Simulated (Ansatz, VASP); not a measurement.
# Cross-check of PtSe2 (1T-PtSe2 monolayer) between VASP and Ansatz, part 2 of 2

One calculation is typed for both programs; each brings its own data sets and cutoff. How far apart do they land?

VASP 6.6.1 and Ansatz 0.2.0.

So far: Starting point; Ansatz: band structure, PBE with D3(BJ), spin-orbit coupling; VASP: band structure, PBE with D3(BJ), spin-orbit coupling.

## (3) VASP: band structure, PBE with D3(BJ), spin-orbit coupling (continued)

Level of this step: PBE with D3(BJ), spin-orbit coupling; plane waves and PAW (Pt, Se) (VASP).

Numbers of over 12 decimals in the logs are rounded to 6 here.

From OUTCAR (step 3):

```text
ion  position               nearest neighbor table
   1  0.000  0.000  0.500-   2 2.52   3 2.52   3 2.52   2 2.52   3 2.52   2 2.52
   2  0.333  0.667  0.440-   1 2.52   1 2.52   1 2.52
   3  0.667  0.333  0.560-   1 2.52   1 2.52   1 2.52

  LATTYP: Found a hexagonal cell.
 ALAT       =     3.7028369179
 C/A-ratio  =     5.9413904765

 Subroutine GETGRP returns: Found 12 space group operations
 (whereof 12 operations were pure point group operations)

The static configuration has the point symmetry D_3d.

 Found     12 irreducible k-points:

   k-points           NKPTS =     12   k-points in BZ     NKDIM =     12   number of bands    NBANDS=     34

   dimension x,y,z NGX =    18 NGY =   18 NGZ =  108
   dimension x,y,z NGXF=    36 NGYF=   36 NGZF=  216

   ENCUT  =  350.0 eV  25.72 Ry    5.07 a.u.   5.65  5.65 33.56*2*pi/ulx,y,z

   NELECT =      22.0000    total number of electrons

 k-points in reciprocal lattice and weights: Automatic mesh
   0.00000000  0.00000000  0.00000000       0.012
   0.11111111 -0.00000000  0.00000000       0.074
   0.22222222  0.00000000  0.00000000       0.074
   0.33333333 -0.00000000  0.00000000       0.074
   0.44444444  0.00000000  0.00000000       0.074
   0.11111111  0.11111111  0.00000000       0.074
   0.22222222  0.11111111  0.00000000       0.148
   0.33333333  0.11111111  0.00000000       0.148
   0.44444444  0.11111111  0.00000000       0.074
   0.22222222  0.22222222  0.00000000       0.074
   0.33333333  0.22222222  0.00000000       0.148
   0.33333333  0.33333333  0.00000000       0.025

 dipolmoment           0.000000      0.000000     -0.000000 electrons x Angstroem

 average (electrostatic) potential at core
       1 -77.2797       2 -61.1555       3 -61.1555

 E-fermi :  -2.6855

 k-point     1 :       0.0000    0.0000    0.0000
  band No.  band energies     occupation
    ...
     18      -3.8576      1.00000
     19      -3.2160      1.00000
     20      -3.2160      1.00000
     21      -2.8544      1.00000
     22      -2.8544      1.00000
     23      -0.1271      0.00000
     24      -0.1271      0.00000
     25      -0.0877      0.00000
     26      -0.0877      0.00000
     27       1.4367      0.00000
    ...

 k-point     2 :       0.1111   -0.0000    0.0000
  band No.  band energies     occupation
    ...
     18      -3.6497      1.00000
     19      -3.2248      1.00000
     20      -3.2248      1.00000
     21      -2.9214      1.00000
     22      -2.9214      1.00000
     23      -0.8956      0.00000
     24      -0.8956      0.00000
     25      -0.2919      0.00000
     26      -0.2919      0.00000
     27       1.8619      0.00000
    ...

 k-point     3 :       0.2222    0.0000    0.0000
  band No.  band energies     occupation
    ...
     18      -3.7152      1.00000
     19      -3.3386      1.00000
     20      -3.3386      1.00000
     21      -3.1023      1.00000
     22      -3.1023      1.00000
     23      -1.6959      0.00000
     24      -1.6959      0.00000
     25      -0.5093      0.00000
     26      -0.5093      0.00000
     27       2.5447      0.00000
    ...

 Edisp (eV)   -0.89820

  Total       0.06012     0.06012     0.00041    -0.00000     0.00000     0.00000
  in kB       0.36870     0.36870     0.00250    -0.00000     0.00000     0.00000
  external pressure =        0.25 kB  Pullay stress =        0.00 kB

  energy-cutoff  :      350.00
  volume of cell :      261.23
      direct lattice vectors                 reciprocal lattice vectors
     3.702836918  0.000000000  0.000000000     0.270063203  0.155921063  0.000000000
    -1.851418459  3.206750837  0.000000000     0.000000000  0.311842126  0.000000000
     0.000000000  0.000000000 22.000000000     0.000000000  0.000000000  0.045454545

 POSITION                                       TOTAL-FORCE (eV/Angst)
 -----------------------------------------------------------------------------------
      0.00000      0.00000     11.00000        -0.000000      0.000000      0.000000
     -0.00000      2.13783      9.67335        -0.000000     -0.000000     -0.034170
      1.85142      1.06892     12.32665         0.000000      0.000000      0.034170
 -----------------------------------------------------------------------------------
    total drift:                               -0.000000      0.000000     -0.000000

  FREE ENERGIE OF THE ION-ELECTRON SYSTEM (eV)
  ---------------------------------------------------
  free  energy   TOTEN  =       -15.5823068304 eV

  energy  without entropy=      -15.5823068304  energy(sigma->0) =      -15.58230683

 vacuum level on the upper side and lower side of the slab         2.498         2.498

 Spin-Orbit-Coupling matrix elements
 Ion:    1  E_soc:     -0.7393759
 Ion:    2  E_soc:     -0.0292441
 Ion:    3  E_soc:     -0.0292441

[... 3 further parts left out ...]
```

## (4) Side by side

Known differences besides the potentials themselves: spin-orbit coupling enters by fully relativistic files in Ansatz and inside the spheres in VASP; the data sets hold 50 valence electrons in Ansatz (fully relativistic PAW (standard-fr) files) and 22 in VASP; the cutoff is 420 eV in Ansatz and 350 eV in VASP (PREC = Normal). Total energies have different zeros and are not compared.

The two programs side by side:

```tsv
quantity	Ansatz	VASP	difference
gap over the path points (eV)	1.174	1.155	+0.019
```

Levels at points of the path, from each program's valence-band top (eV; 8 filled, then empty):

```tsv
k (reciprocal lattice)	Ansatz	VASP
0.000 0.000 0.000	-1.44 -1.44 -1.01 -1.01 -0.37 -0.37 0.00 0.00 2.74 2.74 2.78 2.78 4.29 4.29	-1.45 -1.45 -1.00 -1.00 -0.36 -0.36 0.00 0.00 2.73 2.73 2.77 2.77 4.29 4.29
0.038 0.000 0.000	-1.51 -1.51 -0.97 -0.97 -0.37 -0.37 -0.01 -0.01 2.63 2.63 2.74 2.74 4.35 4.35	-1.52 -1.52 -0.97 -0.97 -0.36 -0.36 -0.01 -0.01 2.62 2.62 2.73 2.73 4.35 4.35
0.077 0.000 0.000	-1.67 -1.67 -0.89 -0.89 -0.37 -0.37 -0.03 -0.03 2.32 2.32 2.66 2.66 4.51 4.51	-1.68 -1.68 -0.89 -0.89 -0.36 -0.36 -0.04 -0.04 2.31 2.31 2.65 2.65 4.51 4.51
0.154 0.000 0.000	-2.12 -2.12 -0.73 -0.73 -0.37 -0.37 -0.12 -0.12 1.55 1.55 2.47 2.47 5.00 5.00	-2.13 -2.13 -0.72 -0.72 -0.37 -0.37 -0.12 -0.12 1.53 1.53 2.45 2.45 5.00 5.00
0.192 0.000 0.000	-2.31 -2.31 -0.77 -0.77 -0.39 -0.39 -0.18 -0.18 1.27 1.27 2.39 2.39 5.26 5.26	-2.32 -2.32 -0.76 -0.76 -0.40 -0.40 -0.19 -0.19 1.25 1.25 2.38 2.38 5.26 5.26
0.231 0.000 0.000	-2.44 -2.44 -0.91 -0.91 -0.52 -0.52 -0.26 -0.26 1.17 1.17 2.35 2.35 5.37 5.37	-2.45 -2.45 -0.90 -0.90 -0.52 -0.52 -0.27 -0.27 1.16 1.16 2.34 2.34 5.38 5.38
0.269 0.000 0.000	-2.53 -2.53 -1.15 -1.15 -0.73 -0.73 -0.38 -0.38 1.26 1.26 2.35 2.35 5.13 5.13	-2.54 -2.54 -1.15 -1.15 -0.73 -0.73 -0.39 -0.39 1.24 1.24 2.33 2.33 5.13 5.13
0.308 0.000 0.000	-2.57 -2.57 -1.47 -1.47 -0.97 -0.97 -0.55 -0.55 1.46 1.46 2.36 2.36 4.87 4.87	-2.58 -2.58 -1.46 -1.46 -0.97 -0.97 -0.56 -0.56 1.44 1.44 2.35 2.35 4.87 4.87
0.346 0.000 0.000	-2.58 -2.58 -1.78 -1.78 -1.22 -1.22 -0.74 -0.74 1.69 1.69 2.40 2.40 4.67 4.67	-2.59 -2.59 -1.78 -1.78 -1.22 -1.22 -0.75 -0.75 1.66 1.66 2.38 2.38 4.66 4.66
0.423 0.000 0.000	-2.53 -2.53 -2.11 -2.11 -1.75 -1.75 -1.21 -1.21 2.08 2.08 2.47 2.47 4.47 4.47	-2.54 -2.54 -2.11 -2.11 -1.75 -1.75 -1.22 -1.22 2.06 2.06 2.45 2.45 4.46 4.46
```

At this near-relaxed geometry the largest component of a force difference is 13 meV/Å. Among the levels compared at these points, filled levels agree within 18 meV and empty ones within 21 meV.

## (5) Results

* difference in gap over the path points (band structure, PBE with D3(BJ), spin-orbit coupling): 0.019 eV
* r.m.s. force difference (band structure, PBE with D3(BJ), spin-orbit coupling): 6.3 meV/Å

What this shows: The r.m.s. force difference is 6.3 meV/Å (band structure, PBE with D3(BJ), spin-orbit coupling), within the 12 meV/Å picked in this series as the mark of a large difference. 2 further runs of this series are not shown here. How closely two codes agree says nothing of how well the functional describes the real material.

[Lines on the potential files, build, host, timing and source positions are cut from VASP's logs without a mark.]

[Logs are printed without paths, hosts, clocks, repeated set-up lines and the standing remarks that a program may print on its own settings, such as how far it seeks lower states.]

[Hosts, paths, dates, database ids (printed as entryN), source tags and the programs' standing remarks are cut or masked in the printed files.]
